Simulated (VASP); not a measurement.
Consider the following.

```yaml
crystal:
  lattice:
    - [2.39247, -4.14388, 0.00000]
    - [2.39247, 4.14388, 0.00000]
    - [0.00000, 0.00000, 7.16359]
  atoms:
    - { symbol: Pb, position: [0.00000, 0.00000, 0.00000] }
    - { symbol: I, position: [0.33333, 0.66667, 0.26817] }
    - { symbol: I, position: [0.66667, 0.33333, 0.73183] }
```

All values below come from vdW-DF2, VASP's PBE PAW potentials (set 64) (plane waves; VASP 6.6.1). Numerical set-up: 520 eV cut-off, 6×6×4 Γ-centred mesh, tetrahedra with Blöchl corrections, potentials Pb_d I.

The cores are frozen, which limits the accuracy of field gradients.

Question: Give the principal components of the electric field gradient (V/Å²) and the asymmetry η at each nucleus.

Answer: 
```tsv
atom	Vxx	Vyy	Vzz	η
Pb1	-10.5	-10.5	21.0	0.00
I2	4.2	4.2	-8.3	0.00
I3	4.2	4.2	-8.3	0.00
```

The compound is PbI2 in the 1T layered structure. It was relaxed first, which changed the volume by +13 %.
